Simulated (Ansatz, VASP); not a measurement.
# Co2S3 (Co2S3 (R-3c)): VASP beside Ansatz, part 2 of 2

Aim: how closely do two programs agree when they are given the same cell, functional and k mesh? The cell is taken from a series of runs on this material, whose earlier steps may have relaxed, scaled, displaced or heated it; both programs get it as it stands.

VASP 6.6.1 and Ansatz 0.2.0.

So far: The starting structure; Ansatz: relaxation of cell and atoms, r2SCAN.

### Step 3. VASP: relaxation of cell and atoms, r2SCAN

Level of this step: r2SCAN, no spin polarisation; plane waves and PAW (Co, S) (VASP).

The same cell, functional, mesh and smearing now go to VASP, with its own data sets.

Lines of VASP's logs that name or quote its potential files are left out, and so is its time.

INCAR reads:

```
SYSTEM = Co2S3
PREC = Accurate
ENCUT = 660
EDIFF = 1E-07
NELM = 120
ISMEAR = -1
SIGMA = 0.05
LREAL = .FALSE.
ALGO = Normal
METAGGA = R2SCAN
LASPH = .TRUE.
NBANDS = 46
LORBIT = 11
LWAVE = .FALSE.
LCHARG = .FALSE.
ISIF = 3
IBRION = 2
NSW = 80
EDIFFG = -0.005
GGA_COMPAT = .FALSE.
NELMIN = 4
LMIXTAU = .TRUE.
KPAR = 2
```

POSCAR reads:

```
Co2S3
1.0
    2.8333520000      1.6358360000      5.0096520000
   -2.8333520000      1.6358360000      5.0096520000
    0.0000000000     -3.2716730000      5.0096520000
Co S
4 6
Direct
    0.3493917342      0.3493917342      0.3493916274
    0.1506082658      0.1506082658      0.1506081590
    0.8493917342      0.8493917342      0.8493916274
    0.6506082658      0.6506082658      0.6506081590
    0.4471183120      0.7500000000      0.0528815812
    0.7500000000      0.0528816880      0.4471182052
    0.0528816880      0.4471183120      0.7499998932
    0.9471183120      0.5528816880      0.2499998932
    0.2500000000      0.9471183120      0.5528815812
    0.5528816880      0.2500000000      0.9471182052
```

KPOINTS reads:

```
Automatic mesh
0
Gamma
8 8 8
0 0 0
```

Potentials, in the order of the species: Co and S (PBE family, release 64).

Launch:

```bash
> mpirun -np 2 vasp_std
```

Numbers of over 12 decimals in the logs are rounded to 6 here.

Log:

```text
[banner, memory and clock lines left out]
running    2 mpi-ranks, on    1 nodes
 distrk:  each k-point on    1 cores,    2 groups
 distr:  one band on    1 cores,    1 groups

 POSCAR found type information on POSCAR CoS
 POSCAR found :  2 types and      10 ions
|                                                                             |
|               ----> ADVICE to this user running VASP <----                  |
|                                                                             |
|     You enforced a specific xc type in the INCAR file but a different       |
|     [... a line on the potential file left out ...]
|     I HOPE YOU KNOW WHAT YOU ARE DOING!                                     |
|                                                                             |

 LDA part: xc-table for (None), standard interpolation
 POSCAR, INCAR and KPOINTS ok, starting setup
 FFT: planning ... GRIDC
 FFT: planning ... GRID_SOFT
 FFT: planning ... GRID
 WAVECAR not read
 entering main loop
       N       E                     dE             d eps       ncg     rms          rms(c)
DAV:   1     0.670688715967E+03    0.67069E+03   -0.37693E+04  5980   0.208E+03
DAV:   2    -0.199879549724E+02   -0.69068E+03   -0.66629E+03  5986   0.459E+02
DAV:   3    -0.120419214184E+03   -0.10043E+03   -0.93864E+02  7408   0.183E+02
DAV:   4    -0.127321313325E+03   -0.69021E+01   -0.68218E+01  6818   0.476E+01
DAV:   5    -0.127619128819E+03   -0.29782E+00   -0.29755E+00  8328   0.936E+00    0.352E+01
DAV:   6    -0.136433006005E+03   -0.88139E+01   -0.20976E+02  7718   0.180E+02    0.575E+01
DAV:   7    -0.103315643008E+03    0.33117E+02   -0.61980E+01  6960   0.133E+02    0.144E+01
DAV:   8    -0.106159857886E+03   -0.28442E+01   -0.21417E+01  8142   0.279E+01    0.726E+00
DAV:   9    -0.105927647092E+03    0.23221E+00   -0.80924E-01  8416   0.112E+01    0.274E+00
DAV:  10    -0.105909508788E+03    0.18138E-01   -0.40858E-01  8836   0.564E+00    0.643E-01
DAV:  11    -0.105924216393E+03   -0.14708E-01   -0.89256E-02  6478   0.200E+00    0.405E-01
DAV:  12    -0.105934331353E+03   -0.10115E-01   -0.20797E-02  6424   0.109E+00    0.261E-01
DAV:  13    -0.105933716316E+03    0.61504E-03   -0.51936E-03  7326   0.541E-01    0.987E-02
DAV:  14    -0.105934905624E+03   -0.11893E-02   -0.18339E-03  6472   0.341E-01    0.640E-02
DAV:  15    -0.105934979469E+03   -0.73846E-04   -0.52395E-04  6964   0.215E-01    0.219E-02
DAV:  16    -0.105935096383E+03   -0.11691E-03   -0.18736E-04  7054   0.830E-02    0.232E-02
DAV:  17    -0.105935102037E+03   -0.56533E-05   -0.14470E-05  6704   0.346E-02    0.150E-02
DAV:  18    -0.105935100538E+03    0.14991E-05   -0.54462E-06  8570   0.131E-02    0.229E-03
DAV:  19    -0.105935100549E+03   -0.11545E-07   -0.12404E-06  7284   0.915E-03    0.239E-03
DAV:  20    -0.105935100996E+03   -0.44687E-06   -0.42814E-07  5460   0.487E-03    0.280E-03
DAV:  21    -0.105935101362E+03   -0.36562E-06   -0.16614E-07  4104   0.231E-03    0.114E-03
DAV:  22    -0.105935101534E+03   -0.17255E-06   -0.41596E-08  3506   0.156E-03    0.397E-04
DAV:  23    -0.105935101593E+03   -0.58748E-07   -0.24489E-08  3476   0.931E-04
   1 F= -.10593510E+03 E0= -.10593306E+03  d E =-.105935E+03
[...]
2 F= -.10593543E+03 E0= -.10593342E+03  d E =-.327250E-03
[...]
3 F= -.10593556E+03 E0= -.10593358E+03  d E =-.454846E-03
[...]
4 F= -.10593556E+03 E0= -.10593358E+03  d E =-.458050E-03
[...]
5 F= -.10593557E+03 E0= -.10593360E+03  d E =-.141329E-04
 trial-energy change:   -0.000014  1 .order   -0.000002   -0.000193    0.000189
 step:   0.6788(harm=  0.6191)  dis= 0.00044  next Energy=  -105.935615 (dE=-0.553E-04)
 bond charge predicted
       N       E                     dE             d eps       ncg     rms          rms(c)
DAV:   1    -0.105935892878E+03   -0.31919E-03   -0.79586E-03  7290   0.776E-01    0.156E-01
DAV:   2    -0.105936226525E+03   -0.33365E-03   -0.44640E-03  6782   0.985E-01    0.194E-01
DAV:   3    -0.105935606755E+03    0.61977E-03   -0.17215E-03  6652   0.674E-01    0.389E-02
DAV:   4    -0.105935615643E+03   -0.88882E-05   -0.22148E-04  7178   0.668E-02    0.363E-02
DAV:   5    -0.105935606630E+03    0.90130E-05   -0.24322E-05  7946   0.705E-02    0.177E-02
DAV:   6    -0.105935608570E+03   -0.19404E-05   -0.54568E-06  6664   0.140E-02    0.935E-03
DAV:   7    -0.105935608771E+03   -0.20078E-06   -0.31148E-06  8168   0.238E-02    0.254E-03
DAV:   8    -0.105935608153E+03    0.61868E-06   -0.21194E-06  7262   0.136E-02    0.296E-03
DAV:   9    -0.105935608599E+03   -0.44646E-06   -0.32363E-07  4928   0.419E-03    0.300E-03
DAV:  10    -0.105935608730E+03   -0.13128E-06   -0.96980E-08  3440   0.487E-03    0.595E-04
DAV:  11    -0.105935608889E+03   -0.15896E-06   -0.95488E-08  3254   0.153E-03    0.307E-04
DAV:  12    -0.105935608884E+03    0.53624E-08   -0.14151E-08  3104   0.918E-04
   6 F= -.10593561E+03 E0= -.10593364E+03  d E =-.492412E-04
 curvature:  -0.42 expect dE=-0.215E-05 dE for cont linesearch -0.133E-06
 trial: gam= 0.08595 g(F)=  0.359E-05 g(S)=  0.153E-05 ort =-0.824E-05 (trialstep = 0.112E+01)
 search vector abs. value=  0.529E-05
 reached required accuracy - stopping structural energy minimisation
```

Parts of OUTCAR (step 3):

```text
ion  position               nearest neighbor table
   1  0.349  0.349  0.349-   5 2.22   7 2.22   6 2.22   9 2.28  10 2.28   8 2.28   2 2.99
   2  0.151  0.151  0.151-   6 2.22   7 2.22   5 2.22  10 2.28   9 2.28   8 2.28   1 2.99
   3  0.849  0.849  0.849-   9 2.22   8 2.22  10 2.22   5 2.28   6 2.28   7 2.28   4 2.99
   4  0.651  0.651  0.651-  10 2.22   8 2.22   9 2.22   6 2.28   5 2.28   7 2.28   3 2.99
   5  0.447  0.750  0.053-   1 2.22   2 2.22   3 2.28   4 2.28
   6  0.750  0.053  0.447-   2 2.22   1 2.22   4 2.28   3 2.28
   7  0.053  0.447  0.750-   1 2.22   2 2.22   4 2.28   3 2.28
   8  0.947  0.553  0.250-   3 2.22   4 2.22   2 2.28   1 2.28
   9  0.250  0.947  0.553-   3 2.22   4 2.22   1 2.28   2 2.28
  10  0.553  0.250  0.947-   4 2.22   3 2.22   2 2.28   1 2.28

  LATTYP: Found a trigonal (rhomboedric) cell.
 ALAT       =     5.9833482379
 COS(alpha) =     0.5515205993

 Subroutine GETGRP returns: Found 12 space group operations
 (whereof  6 operations were pure point group operations)

The static configuration has the point symmetry S_6 .
 The point group associated with its full space group is D_3d.

 Found     65 irreducible k-points:

   k-points           NKPTS =     65   k-points in BZ     NKDIM =     65   number of bands    NBANDS=     46

   dimension x,y,z NGX =    50 NGY =   50 NGZ =   50
   dimension x,y,z NGXF=   100 NGYF=  100 NGZF=  100

   ENCUT  =  660.0 eV  48.51 Ry    6.96 a.u.  12.53 12.53 12.53*2*pi/ulx,y,z

   NELECT =      72.0000    total number of electrons

 k-points in reciprocal lattice and weights: Automatic mesh
   0.00000000  0.00000000  0.00000000       0.002
   0.12500000  0.00000000 -0.00000000       0.012
   0.25000000  0.00000000 -0.00000000       0.012
   0.37500000  0.00000000 -0.00000000       0.012
   0.50000000  0.00000000 -0.00000000       0.006
   0.12500000  0.12500000 -0.00000000       0.012
   0.25000000  0.12500000 -0.00000000       0.023
   0.37500000  0.12500000 -0.00000000       0.023
   0.50000000  0.12500000 -0.00000000       0.023
[...]
-0.37500000  0.50000000  0.37500000       0.012
   0.50000000  0.50000000  0.50000000       0.002

 average (electrostatic) potential at core
       1 -85.4127       2 -85.4127       3 -85.4127       4 -85.4127       5 -87.0227
       6 -87.0227       7 -87.0227       8 -87.0227       9 -87.0227      10 -87.0227

 E-fermi :   8.1999

 k-point     1 :       0.0000    0.0000    0.0000
  band No.  band energies     occupation
    ...
     31       6.6862      2.00000
     32       6.6862      2.00000
     33       7.1482      2.00000
     34       7.7003      1.99991
     35       7.7003      1.99991
     36       8.3173      0.17438
     37       8.5396      0.00223
     38       8.5396      0.00223
     39       9.1010      0.00000
     40       9.1010      0.00000
    ...

 k-point     2 :       0.1250    0.0000   -0.0000
  band No.  band energies     occupation
    ...
     32       6.7030      2.00000
     33       7.1254      2.00000
     34       7.5480      2.00000
     35       7.6412      1.99997
     36       8.0555      1.89440
     37       8.5013      0.00481
     38       8.5213      0.00322
     39       9.1858      0.00000
     40       9.3006      0.00000
     41      10.2146      0.00000
    ...

 k-point     3 :       0.2500    0.0000   -0.0000
  band No.  band energies     occupation
    ...
     32       6.7615      2.00000
     33       7.0535      2.00000
     34       7.1442      2.00000
     35       7.4786      2.00000
     36       7.7548      1.99973
     37       8.5605      0.00147
     38       8.5860      0.00088
     39       9.3799      0.00000
     40       9.5653      0.00000
     41      10.1337      0.00000
    ...

  Total       -0.0006823     -0.0006823     -0.0177768      0.0000000      0.0000000      0.0000000
  in kB       -0.0078470     -0.0078470     -0.2044444      0.0000000      0.0000000      0.0000000
  external PRESSURE =      -0.0733795 kB  Pullay stress =       0.0000000 kB

  energy-cutoff  :      660.00
  volume of cell :      139.31
      direct lattice vectors                 reciprocal lattice vectors
     2.830786365  1.634354730  5.018618346     0.176629366  0.101977025  0.066419350
    -2.830786365  1.634354730  5.018618346    -0.176629366  0.101977025  0.066419350
     0.000000000 -3.268710462  5.018618346     0.000000000 -0.203954049  0.066419329

 POSITION                                       TOTAL-FORCE (eV/Angst)
 -----------------------------------------------------------------------------------
      0.00000     -0.00000      5.25732         0.000000      0.000000     -0.003879
      0.00000      0.00000      2.27061         0.000000     -0.000000      0.003879
      0.00000     -0.00000     12.78525         0.000000      0.000000     -0.003879
      0.00000     -0.00000      9.79854         0.000000     -0.000000      0.003879
     -0.85858      1.78160      6.27327         0.000772      0.001338     -0.000000
      1.97221     -0.14725      6.27327         0.000772     -0.001338      0.000000
     -1.11362     -1.63436      6.27327        -0.001545      0.000000     -0.000000
      1.11362      1.63435      8.78258         0.001545      0.000000     -0.000000
     -1.97221      0.14725      8.78258        -0.000772      0.001338     -0.000000
      0.85858     -1.78160      8.78258        -0.000772     -0.001338      0.000000
 -----------------------------------------------------------------------------------
    total drift:                                0.000001     -0.000470      0.000752

  FREE ENERGIE OF THE ION-ELECTRON SYSTEM (eV)
  ---------------------------------------------------
  free  energy   TOTEN  =      -105.9356088838 eV

  energy  without entropy=     -105.9316616096  energy(sigma->0) =     -105.93363525

 reached required accuracy - stopping structural energy minimisation

 total charge
# of ion       s       p       d       tot
------------------------------------------
    1        0.453   0.634   7.385   8.472
    2        0.453   0.634   7.385   8.472
    3        0.453   0.634   7.385   8.472
    4        0.453   0.634   7.385   8.472
    5        1.330   2.371   0.000   3.700
    6        1.330   2.371   0.000   3.700
    7        1.330   2.371   0.000   3.700
    8        1.330   2.371   0.000   3.700
    9        1.330   2.371   0.000   3.700
   10        1.330   2.371   0.000   3.700
--------------------------------------------------
tot          9.792  16.760  29.539  56.091

[... 3 further parts left out ...]
```

This run has no spin polarisation, so a moment on Co, if there is one, isn't seen. The run keeps the 12 symmetry operations of its start, so it cannot find a distortion of lower symmetry.

### Step 4. Side by side

Known differences besides the potentials themselves: VASP keeps PBE cores, Ansatz makes them for the functional; the data sets hold 104 valence electrons in Ansatz (on its PAW soft_1 files) and 72 in VASP; the cutoff is 500 eV in Ansatz and 660 eV in VASP; Ansatz adds a Pulay correction to the stress that steers its cell, VASP none. Total energies have different zeros and are not compared.

Compared:

```csv
quantity,Ansatz,VASP,difference
volume (Å³),139.40,139.31,+0.06 %
"edge a after relaxation, in the typed setting (Å)",5.990,5.989,+0.02 %
```

### Step 5. Summary of results

```
difference in volume (relaxation of cell and atoms, r2SCAN) : 0.062 %
```

In words: The difference in volume is 0.062 % (relaxation of cell and atoms, r2SCAN), within the 1.2 % picked in this series as the mark of a large difference, as far as the stopping tolerances let one tell. The data sets hold unlike numbers of valence electrons (104 in Ansatz and 72 in VASP), so part of the differences comes from the potentials. Such differences can come from data sets, numerical settings and the points named under the comparisons, not from the functional's error against experiment.

[Lines on the potential files, build, host, timing and source positions are cut from VASP's logs without a mark.]

[Logs are printed without paths, hosts, clocks, repeated set-up lines and the standing remarks that a program may print on its own settings, such as how far it seeks lower states.]

[Hosts, paths, dates, database ids (printed as entryN), source tags and the programs' standing remarks are cut or masked in the printed files.]
